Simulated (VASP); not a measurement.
Computed with rev-vdW-DF2, VASP's PBE PAW potentials (set 64) (plane waves; VASP).

Input for VASP

**KPOINTS**
```
K-points
0
G
8 8 8
```

### POSCAR
```
PbSe
4.2714620
  0.0000000000   0.7071067446   0.7071067446
  0.7071067446   0.0000000000   0.7071067446
  0.7071067446   0.7071067446   0.0000000000
Pb Se
1 1
Direct
  0.0000000000   0.0000000000   0.0000000000
  0.5000000000   0.5000000000   0.5000000000
```

### INCAR
```
SYSTEM = PbSe
PREC = Accurate
ENCUT = 520
EDIFF = 1E-7
NELM = 100
ALGO = Normal
LREAL = .FALSE.
LASPH = .TRUE.
ISMEAR = 0
SIGMA = 0.05
GGA = MK
PARAM1 = 0.1234568
PARAM2 = 0.7114
ZAB_VDW = -1.8867
LUSE_VDW = .TRUE.
AGGAC = 0.0
LMAXMIX = 4
LWAVE = .FALSE.
LCHARG = .FALSE.
ISIF = 2
```

POTCAR, in this order: Pb_d Se (PBE.64 set). Program: vasp_std.

Unless said otherwise, spin-orbit coupling is left out, though it shifts the bands of the heavy elements here.

Q: Estimate the energy per atom (σ→0), pressure, band gap (on the k-mesh).

A: 
```yaml
energy per atom (σ→0): -1.980 eV/atom
band gap (on the k-mesh): 0.13 eV
pressure: 3.62 GPa
```

OSZICAR:
```
...
DAV:   8    -0.396135317333E+01   -0.22503E-02   -0.11919E-02   938   0.150E+00    0.136E-01
DAV:   9    -0.396093049566E+01    0.42268E-03   -0.25165E-03  1276   0.610E-01    0.455E-02
DAV:  10    -0.396097106661E+01   -0.40571E-04   -0.17299E-04   854   0.108E-01    0.182E-02
DAV:  11    -0.396097319922E+01   -0.21326E-05   -0.50604E-05  1094   0.864E-02    0.620E-03
DAV:  12    -0.396097322297E+01   -0.23750E-07   -0.31127E-06   986   0.165E-02    0.238E-03
DAV:  13    -0.396097311630E+01    0.10667E-06   -0.22902E-07   738   0.585E-03    0.547E-04
DAV:  14    -0.396097315264E+01   -0.36343E-07   -0.62663E-08   508   0.166E-03
   1 F= -.39609732E+01 E0= -.39609352E+01  d E =-.758699E-04
```

The compound is PbSe in the rock salt structure. This cell is one point of a volume scan, at 0.94 of the reference volume.
